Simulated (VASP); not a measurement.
Wanted: the native input for a VASP 6.6.1 run.

- Task: relaxation of cell and atoms
- Functional: PBE
- Potentials or basis: VASP PAW PBE potentials, release 64 (Be, Zn, Se)
- Cutoff: 520 eV
- k mesh: 4 × 4 × 2
- Occupations: gaussian, width 0.15 eV
- Spin: no spin polarisation
- Further INCAR settings: PREC = Normal; ALGO = Fast; EDIFF = 0.0001; IBRION = 2; EDIFFG = -0.08; NSW = 24; ISIF = 3

The structure of Be3ZnSe4 lies in POSCAR:

```
Be3ZnSe4
1.0
    3.8938616700      0.0000000000      0.0000000000
   -1.9469308400      3.3721831300      0.0000000000
    0.0000000000      0.0000000000     10.2450330100
Be Zn Se
3 1 4
Direct
    0.0000000000      0.0000000000      0.0000000000
    0.0000000000      0.0000000000      0.7525770100
    0.0000000000      0.0000000000      0.2474229900
    0.0000000000      0.0000000000      0.5000000000
    0.6666666700      0.3333333300      0.3592169900
    0.6666666700      0.3333333300      0.8787710100
    0.3333333300      0.6666666700      0.6407830100
    0.3333333300      0.6666666700      0.1212289900
```

The cell was built by a generator and needn't be a form met in nature.

The input as run:

INCAR

```
PREC = Normal ; ENCUT = 520
EDIFF = 1E-4 ; ISMEAR = 0
SIGMA = 0.15 ; LREAL = False
LASPH = True ; NELM = 60
ALGO = Fast ; ISIF = 3
LWAVE = False ; LCHARG = False
GGA = PE ; IBRION = 2
NSW = 24 ; EDIFFG = -0.08
```

KPOINTS

```
regular mesh
0
Gamma
  4 4 2
```

Potentials or basis: VASP PAW PBE potentials, release 64 (Be, Zn, Se).

Command:

```console
$ cat potpaw_PBE.64/Be/POTCAR potpaw_PBE.64/Zn/POTCAR potpaw_PBE.64/Se/POTCAR > POTCAR
$ mpirun -np 1 vasp_std > vasp.out
```

It gave:

* Relaxed volume: 16.15 Å³/atom
* Relaxed cell: a = 3.624 Å, b = 3.624 Å, c = 11.360 Å, α = 90.00°, β = 90.00°, γ = 120.00°
* Space group after relaxing (to 0.05 Å): P-3m1 (No. 164)
* Energy gained by relaxing: 102.3 meV/atom
* Ionic steps: 9
* Pressure after relaxing: -0.4 GPa
* Largest force after relaxing: 0.071 eV/Å
* Band gap on the k mesh: 0.67 eV, indirect (least direct gap 1.68 eV)

Caveat: the k mesh is coarse (spacing up to 0.47 Å⁻¹), so the values aren't converged.

Run time: 3.9 min on 1 thread of Intel(R) Xeon(R) Platinum 8175M CPU @ 2.50GHz (Skylake/Cascade Lake), on a shared host, peak memory 0.2 GiB.
